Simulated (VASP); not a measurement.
Level of theory: AM05 GGA, VASP's PBE PAW potentials (set 64) (plane waves; VASP).

The input files of a VASP run:

### INCAR
```
SYSTEM=NiO
PREC=Accurate; ENCUT=520; LREAL=F
LASPH=T; ICHARG=11
EDIFF=1E-7; NELM=100; ALGO=Normal
LMAXMIX=4
ISMEAR=0; SIGMA=0.05
GGA=AM
MAGMOM=1.2 -1.2 2*0.0
ISPIN=2
LWAVE=F; LCHARG=F; LORBIT=11
```

**KPOINTS**
```
k-points along high-symmetry lines
12
Line-mode
Reciprocal
  0.000000   0.000000   0.000000 ! GAMMA
  0.500000   0.500000   0.500000 ! T

  0.500000   0.500000   0.500000 ! T
  0.812500   0.187500   0.500000 ! H_2

  0.500000  -0.187500   0.187500 ! H_0
  0.500000  -0.000000  -0.000000 ! L

  0.500000  -0.000000  -0.000000 ! L
  0.000000   0.000000   0.000000 ! GAMMA

  0.000000   0.000000   0.000000 ! GAMMA
  0.343750  -0.343750   0.000000 ! S_0

  0.656250   0.000000   0.343750 ! S_2
  0.500000   0.000000   0.500000 ! F

  0.500000   0.000000   0.500000 ! F
  0.000000   0.000000   0.000000 ! GAMMA
```

### POSCAR
```
NiO
1
    4.1122916581     2.0536387297     2.0536387297
    2.0536387297     4.1122916581     2.0536387297
    2.0536387297     2.0536387297     4.1122916581
Ni O
2 2
Direct
  0.0000000000   0.0000000000   0.0000000000
  0.5000000000   0.5000000000   0.5000000000
  0.2500000000   0.2500000000   0.2500000000
  0.7500000000   0.7500000000   0.7500000000
```

POTCAR, in this order: Ni O (PBE.64 set). Program: vasp_std. Read from the step before: CHGCAR.

The resulting files:

File OUTCAR:
```
 ion  position               nearest neighbor table
   1  0.000  0.000  0.000-   4 2.06   3 2.06   4 2.06   4 2.06   3 2.06   3 2.06   2 2.91   2 2.91
                             2 2.91   2 2.91   2 2.91   2 2.91
   2  0.500  0.500  0.500-   3 2.06   4 2.06   3 2.06   3 2.06   4 2.06   4 2.06   1 2.91   1 2.91
                             1 2.91   1 2.91   1 2.91   1 2.91
   3  0.250  0.250  0.250-   1 2.06   2 2.06   1 2.06   1 2.06   2 2.06   2 2.06
   4  0.750  0.750  0.750-   2 2.06   1 2.06   2 2.06   2 2.06   1 2.06   1 2.06
  LATTYP: Found a trigonal (rhomboedric) cell.
 ALAT       =     5.0344619122
 COS(alpha) =     0.8327908075
 Subroutine PRICEL returns following result:
  LATTYP: Found a trigonal (rhomboedric) cell.
 ALAT       =     2.9078303985
 COS(alpha) =     0.4987803094
 Subroutine GETGRP returns: Found 12 space group operations
The static configuration has the point symmetry D_3d.
The dynamic configuration has the point symmetry D_3d.
The overall configuration has the point symmetry D_3d.
 Subroutine INISYM returns: Found 12 space group operations
   k-points           NKPTS =     84   k-points in BZ     NKDIM =     84   number of bands    NBANDS=     20
   number of dos      NEDOS =    301   number of ions     NIONS =      4
   total plane-waves  NPLWV =  64000
   dimension x,y,z NGX =    40 NGY =   40 NGZ =   40
   dimension x,y,z NGXF=    80 NGYF=   80 NGZF=   80
   ions per type =               2   2
...
```

OSZICAR:
```
       N       E                     dE             d eps       ncg     rms          rms(c)
DAV:   1     0.233871207775E+03    0.23387E+03   -0.16138E+04  6864   0.218E+03
DAV:   2     0.350077627079E+00   -0.23352E+03   -0.22078E+03  7052   0.410E+02
DAV:   3    -0.226980033063E+02   -0.23048E+02   -0.21705E+02  7472   0.141E+02
DAV:   4    -0.233736812635E+02   -0.67568E+00   -0.67241E+00  7456   0.249E+01
DAV:   5    -0.233911224286E+02   -0.17441E-01   -0.17436E-01  8260   0.384E+00
DAV:   6    -0.233918193905E+02   -0.69696E-03   -0.69690E-03  8176   0.696E-01
DAV:   7    -0.233918540038E+02   -0.34613E-04   -0.34613E-04  9180   0.130E-01
DAV:   8    -0.233918549747E+02   -0.97092E-06   -0.97090E-06  7104   0.161E-02
DAV:   9    -0.233918550093E+02   -0.34619E-07   -0.34630E-07  4924   0.244E-03
   1 F= -.23391855E+02 E0= -.23391855E+02  d E =-.997256E-13  mag=     0.0000
```

File OUTCAR:
```



 magnetization (x)

# of ion       s       p       d       tot
------------------------------------------
    1       -0.007  -0.015   1.150   1.128
    2        0.007   0.015  -1.150  -1.128
    3        0.000   0.000   0.000   0.000
    4        0.000   0.000   0.000   0.000
--------------------------------------------------
tot          0.000   0.000  -0.000  -0.000
```
(Selected blocks of OUTCAR.)

### OUTCAR
```
 val. band max:        8.0287318233   @ k =   0.2273   0.0000   0.2273

 cond. band min:       8.8356779779   @ k =   0.2500  -0.2500   0.0000



 spin component 1

 k-point     1 :       0.0000    0.0000    0.0000
  band No.  band energies     occupation
      1     -12.1777      1.00000
      2     -10.6157      1.00000
      3      -0.1435      1.00000
      4       2.6331      1.00000
      5       2.6331      1.00000
      6       5.3341      1.00000
      7       5.3341      1.00000
      8       5.3564      1.00000
      9       6.0580      1.00000
     10       6.0580      1.00000
     11       6.1407      1.00000
     12       6.3803      1.00000
     13       6.3805      1.00000
     14       7.3824      1.00000
     15       7.3826      1.00000
     16       7.7195      1.00000
     17       9.8964      0.00000
     18       9.8966      0.00000
     19      10.3400      0.00000
     20      14.0552      0.00000

 k-point     2 :       0.0455    0.0455    0.0455
  band No.  band energies     occupation
      1     -12.1711      1.00000
      2     -10.6257      1.00000
      3      -0.1220      1.00000
      4       2.6401      1.00000
      5       2.6402      1.00000
      6       5.2857      1.00000
      7       5.2857      1.00000
      8       5.2882      1.00000
      9       6.0607      1.00000
     10       6.0607      1.00000
     11       6.1688      1.00000
     12       6.4300      1.00000
     13       6.4301      1.00000
     14       7.3795      1.00000
     15       7.3797      1.00000
     16       7.7124      1.00000
     17       9.8865      0.00000
     18       9.8867      0.00000
     19      10.3802      0.00000
     20      14.0571      0.00000

 k-point     3 :       0.0909    0.0909    0.0909
  band No.  band energies     occupation
      1     -12.1517      1.00000
      2     -10.6550      1.00000
      3      -0.0576      1.00000
      4       2.6612      1.00000
...
```

The density is held fixed in this step, so its total energy and stress have no physical meaning.

The compound is NiO in the rock salt, AFM-II order structure. It was relaxed first.
